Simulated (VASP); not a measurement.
# ScIr (Pm-3m) in VASP: notebook

Runs on ScIr. Level: LDA. Tasks: single point.

Everything below comes from runs of VASP 6.6.1. Logs are shortened: lines on timing, memory, paths and dates and some standing lists are left out, and cuts for length are marked.

### Step 1. Starting point

The structure is cubic, space group Pm-3m (No. 221). Conventional cell: a = 3.206 Å, b = 3.206 Å, c = 3.206 Å, α = 90.00°, β = 90.00°, γ = 90.00°. Sc (site symmetry m-3m) is surrounded by 8 Ir at 2.78 Å. Around Ir (site symmetry m-3m) lie 8 Sc at 2.78 Å.

### Step 2. Single point, LDA

File INCAR:

```
SYSTEM = ScIr
  ALGO = Fast
  EDIFF = 1E-7
  ENCUT = 520
  ISIF = 2
  ISMEAR = 0
  LASPH = .TRUE.
  LCHARG = .FALSE.
  LREAL = .FALSE.
  LWAVE = .FALSE.
  NBANDS = 17
  NELM = 100
  PREC = Accurate
  SIGMA = 0.15
```

File KPOINTS:

```
k-points
0
G
  16 16 16
  0 0 0
```

File POSCAR:

```
ScIr
1.0
    3.2060000000      0.0000000000      0.0000000000
    0.0000000000      3.2060000000      0.0000000000
    0.0000000000      0.0000000000      3.2060000000
Sc Ir
1 1
Direct
    0.5000000000      0.5000000000      0.5000000000
    0.0000000000      0.0000000000      0.0000000000
```

Potentials or basis: VASP PAW LDA potentials, release 64 (Sc_sv, Ir).

Launch:

```bash
$ cat potpaw_LDA.64/Sc_sv/POTCAR potpaw_LDA.64/Ir/POTCAR > POTCAR
$ mpirun -np 1 vasp_std > vasp.out
```

OUTCAR:

```text
SYSTEM = ScIr
   EDIFF = 1E-7
   ENCUT = 520
   ISIF = 2
   ISMEAR = 0
   LASPH = .TRUE.
   LREAL = .FALSE.
   NELM = 100
   PREC = Accurate

 ion  position               nearest neighbor table
   1  0.500  0.500  0.500-   2 2.78   2 2.78   2 2.78   2 2.78   2 2.78   2 2.78   2 2.78   2 2.78

   2  0.000  0.000  0.000-   1 2.78   1 2.78   1 2.78   1 2.78   1 2.78   1 2.78   1 2.78   1 2.78

  LATTYP: Found a simple cubic cell.
 ALAT       =     3.2060000000

  Lattice vectors:

 A1 = (   3.2060000000,   0.0000000000,   0.0000000000)
 A2 = (   0.0000000000,   3.2060000000,   0.0000000000)
 A3 = (   0.0000000000,   0.0000000000,   3.2060000000)

Analysis of symmetry for initial positions (statically):
=====================================================================
 Subroutine PRICEL returns:
 Original cell was already a primitive cell.

 Routine SETGRP: Setting up the symmetry group for a
 simple cubic supercell.

 Subroutine GETGRP returns: Found 48 space group operations
 (whereof 48 operations were pure point group operations)
 out of a pool of 48 trial point group operations.

The static configuration has the point symmetry O_h .

Analysis of symmetry for dynamics (positions and initial velocities):
=====================================================================
 Subroutine PRICEL returns:
 Original cell was already a primitive cell.

 Routine SETGRP: Setting up the symmetry group for a
 simple cubic supercell.

 Subroutine GETGRP returns: Found 48 space group operations
 (whereof 48 operations were pure point group operations)
 out of a pool of 48 trial point group operations.

The dynamic configuration has the point symmetry O_h .

 Subroutine INISYM returns: Found 48 space group operations
 (whereof 48 operations are pure point group operations),
 and found     1 'primitive' translations

----------------------------------------------------------------------------------------

                                     Primitive cell

  volume of cell :      32.9527

  direct lattice vectors                    reciprocal lattice vectors
     3.206000000  0.000000000  0.000000000     0.311915159  0.000000000  0.000000000
     0.000000000  3.206000000  0.000000000     0.000000000  0.311915159  0.000000000
     0.000000000  0.000000000  3.206000000     0.000000000  0.000000000  0.311915159

  length of vectors
     3.206000000  3.206000000  3.206000000     0.311915159  0.311915159  0.311915159

  position of ions in fractional coordinates (direct lattice)
     0.500000000  0.500000000  0.500000000
     0.000000000  0.000000000  0.000000000

  ion indices of the primitive-cell ions
   primitive index   ion index
                 1           1
                 2           2

----------------------------------------------------------------------------------------

 KPOINTS: k-points

Automatic generation of k-mesh.
 Grid dimensions read from file:
 generate k-points for:   16   16   16

 Generating k-lattice:

  Cartesian coordinates                     Fractional coordinates (reciprocal lattice)
     0.019494697  0.000000000  0.000000000     0.062500000  0.000000000  0.000000000
     0.000000000  0.019494697  0.000000000     0.000000000  0.062500000  0.000000000
     0.000000000  0.000000000  0.019494697     0.000000000  0.000000000  0.062500000

  Length of vectors
     0.019494697  0.019494697  0.019494697

  Shift w.r.t. Gamma in fractional coordinates (k-lattice)
     0.000000000  0.000000000  0.000000000

 Subroutine IBZKPT returns following result:
 ===========================================

 Found    165 irreducible k-points:

 Following reciprocal coordinates:
            Coordinates               Weight
  0.000000  0.000000  0.000000      1.000000
  0.062500  0.000000  0.000000      6.000000
  0.125000  0.000000  0.000000      6.000000
  0.187500  0.000000  0.000000      6.000000
  0.250000  0.000000  0.000000      6.000000
  0.312500  0.000000  0.000000      6.000000
[... 16 lines left out ...]
  0.437500  0.125000  0.000000     24.000000
  0.500000  0.125000  0.000000     12.000000
 [... further k-points ...]
   k-points           NKPTS =    165   k-points in BZ     NKDIM =    165   number of bands    NBANDS=     17
   number of dos      NEDOS =    301   number of ions     NIONS =      2
   total plane-waves  NPLWV =  13824
   dimension x,y,z NGX =    24 NGY =   24 NGZ =   24
   dimension x,y,z NGXF=    48 NGYF=   48 NGZF=   48
   ions per type =               1   1
   NGX,Y,Z   is equivalent  to a cutoff of  12.45, 12.45, 12.45 a.u.
   NGXF,Y,Z  is equivalent  to a cutoff of  24.89, 24.89, 24.89 a.u.
 SYSTEM =  ScIr
   PREC   = accura    normal or accurate (medium, high low for compatibility)
   ISTART =      0    job   : 0-new  1-cont  2-samecut
   ICHARG =      2    charge: 1-file 2-atom 10-const
   ISPIN  =      1    spin polarized calculation?
   LNONCOLLINEAR =      F non collinear calculations
   LSORBIT =      F    spin-orbit coupling
   LASPH  =      T    aspherical Exc in radial PAW
   ENCUT  =  520.0 eV  38.22 Ry    6.18 a.u.   5.96  5.96  5.96*2*pi/ulx,y,z
   NELM   =    100;   NELMIN=  2; NELMDL= -5     # of ELM steps
   EDIFF  = 0.1E-06   stopping-criterion for ELM
   LREAL  =      F    real-space projection
   EDIFFG = 0.1E-05   stopping-criterion for IOM
   NSW    =      0    number of steps for IOM
   IBRION =     -1    ionic relax: 0-MD 1-quasi-New 2-CG
   NFREE  =      0    steps in history (QN), initial steepest desc. (CG)
   ISIF   =      2    stress and relaxation
   ISYM   =      2    0-nonsym 1-usesym 2-fastsym
   POTIM  = 0.5000    time-step for ionic-motion
   TEBEG  =    0.0;   TEEND  =   0.0 temperature during run
   PSTRESS=    0.0 pullay stress
   NELECT =      20.0000    total number of electrons
   NUPDOWN=      -1.0000    fix difference up-down
   EMIN   =  10.00;   EMAX   =-10.00  energy-range for DOS
   EFERMI =   0.00;   METHOD = LEGACY
   ISMEAR =     0;   SIGMA  =   0.15  broadening in eV -4-tet -1-fermi 0-gaus
   EFERMI_NEDOS =   21; number of points for ismear=-14 and -15
   IALGO  =     68    algorithm
   IMIX   =      4    mixing-type and parameters
     AMIX     =   0.40;   BMIX     =  1.00
     AMIX_MAG =   1.60;   BMIX_MAG =  1.00
  volume/ion in A,a.u.               =      16.48       111.19
  Fermi-wavevector in a.u.,A,eV,Ry     =   1.386079  2.619309 26.139716  1.921215
  Thomas-Fermi vector in A             =   2.510429
   LORBIT       =      0    0 simple, 1 ext, 2 COOP (PROOUT), +10 PAW based schemes
   GGA     = CA    functional components
   LHFCALC =     F    Hartree Fock is set to
   AEXX    =    0.0000 exact exchange contribution
   IVDW    =     0    specifies the selected vdW correction
   LEPSILON=     F    determine dielectric tensor
   LRPA    =     F    only Hartree local field effects (RPA)
 non-spin polarized calculation
 RMM-DIIS sequential band-by-band and
 Gauss-broadening in eV      SIGMA  =   0.15
  energy-cutoff  :      520.00
  volume of cell :       32.95
 maximum number of plane-waves:       912
 NGX is ok and might be reduce to    24
   NGX = 11   NGY = 11   NGZ = 11

 number of electron      20.0000008 magnetization

 Free energy of the ion-electron system (eV)
  ---------------------------------------------------
  ext. energy  EPLUGINS =         0.00000000
  ---------------------------------------------------
  free energy    TOTEN  =       -19.14633923 eV

  energy without entropy =      -19.13793981  energy(sigma->0) =      -19.14213952

 E-fermi :   7.1450     XC(G=0): -12.5968

 val. band max:        7.1326803054   @ k =   0.5000   0.4375   0.3125
 cond. band min:       7.1478447372   @ k =   0.5000   0.4375   0.1875
 fundamental gap:      0.0151644318
 Fermi energy:         7.1449955450

 k-point     1 :       0.0000    0.0000    0.0000
  band No.  band energies     occupation
      1     -41.4499      2.00000
      2     -20.3252      2.00000
      3     -20.3252      2.00000
      4     -20.3252      2.00000
      5      -0.7857      2.00000
      6       2.1894      2.00000
[... 9 lines left out ...]
     16      15.3861      0.00000
     17      15.3861      0.00000

 k-point     2 :       0.0625    0.0000    0.0000
  band No.  band energies     occupation
      1     -41.4487      2.00000
      2     -20.3377      2.00000
      3     -20.3247      2.00000
      4     -20.3247      2.00000
      5      -0.7072      2.00000
      6       2.2211      2.00000
[... 9 lines left out ...]
     16      15.0799      0.00000
     17      15.6717      0.00000

 k-point     3 :       0.1250    0.0000    0.0000
  band No.  band energies     occupation
      1     -41.4452      2.00000
      2     -20.3730      2.00000
      3     -20.3234      2.00000
      4     -20.3234      2.00000
      5      -0.4765      2.00000
      6       2.3143      2.00000
[... 9 lines left out ...]
     16      14.3175      0.00000
     17      16.4010      0.00000

 k-point     4 :       0.1875    0.0000    0.0000
  band No.  band energies     occupation
      1     -41.4398      2.00000
      2     -20.4254      2.00000
      3     -20.3215      2.00000
      4     -20.3215      2.00000
      5      -0.1090      2.00000
      6       2.4627      2.00000
[... 9 lines left out ...]
     16      13.3875      0.00000
     17      17.3848      0.00000
[... 343 lines left out ...]
      1     -41.4182      2.00000
      2     -20.5892      2.00000
      3     -20.3547      2.00000
      4     -20.3103      2.00000
      5       1.5752      2.00000
      6       3.1699      2.00000
[... 9 lines left out ...]
     16      12.0488      0.00000
     17      18.9171      0.00000

 k-point    23 :       0.4375    0.1250    0.0000
  band No.  band energies     occupation
      1     -41.4148      2.00000
      2     -20.6218      2.00000
      3     -20.3526      2.00000
      4     -20.3086      2.00000
      5       1.9297      2.00000
      6       3.3386      2.00000
[... 9 lines left out ...]
     16      11.9305      0.00000
     17      19.5472      0.00000

 k-point    24 :       0.5000    0.1250    0.0000
  band No.  band energies     occupation
      1     -41.4136      2.00000
      2     -20.6333      2.00000
      3     -20.3519      2.00000
      4     -20.3080      2.00000
      5       2.0648      2.00000
      6       3.4283      2.00000
[... 9 lines left out ...]
     16      11.9138      0.00000
     17      19.8160      0.00000

 [... further k-points ...]
[... 5 lines left out ...]
  --------------------------------------------------------------------------------------
  -------------------------------------------------------------------------------------
  Total       -1.3440304     -1.3440304     -1.3440304     -0.0000000      0.0000000     -0.0000000
  in kB      -65.3475206    -65.3475206    -65.3475206     -0.0000000      0.0000000     -0.0000000
  external PRESSURE =     -65.3475206 kB  Pullay stress =       0.0000000 kB

 VOLUME and BASIS-vectors are now :
 -----------------------------------------------------------------------------
  energy-cutoff  :      520.00
  volume of cell :       32.95
      direct lattice vectors                 reciprocal lattice vectors
     3.206000000  0.000000000  0.000000000     0.311915159  0.000000000  0.000000000
     0.000000000  3.206000000  0.000000000     0.000000000  0.311915159  0.000000000
     0.000000000  0.000000000  3.206000000     0.000000000  0.000000000  0.311915159

 POSITION                                       TOTAL-FORCE (eV/Angst)
 -----------------------------------------------------------------------------------
      1.60300      1.60300      1.60300         0.000000      0.000000      0.000000
      0.00000      0.00000      0.00000         0.000000      0.000000      0.000000
 -----------------------------------------------------------------------------------
    total drift:                                0.000000      0.000000     -0.000000

  FREE ENERGIE OF THE ION-ELECTRON SYSTEM (eV)
  ---------------------------------------------------
  free  energy   TOTEN  =       -19.1463392325 eV

  energy  without entropy=      -19.1379398123  energy(sigma->0) =      -19.14213952
```

Wall time 40 s (1 thread of Intel Xeon Platinum 8488C (Sapphire Rapids), shared host); peak memory 0.21 GiB.

What came out:

* Free energy: -19.1463 eV
* Pressure: -6.5 GPa
* Band gap on the k mesh: none (metal or under the smearing width)

Levels at points of the mesh, in eV from the Fermi level:
```
           k point  band 7  band 8  band 9  band 10  band 11  band 12  band 13  band 14
(0.00, 0.00, 0.00)   -4.96   -1.84   -1.84    -1.84     2.21     2.21     4.32     4.32
(0.50, 0.00, 0.00)   -3.00   -2.26   -2.26    -1.24     0.12     0.41     1.63     1.63
(0.50, 0.50, 0.00)   -3.21   -3.21   -0.29     0.30     0.90     0.90     2.75     4.26
(0.50, 0.50, 0.50)   -3.62   -1.09   -1.09    -1.09    -0.21    -0.21     4.35     4.35
```

The run has no spin-orbit coupling, so splittings on Ir are missing.

(Continued in part 2 of 2.)
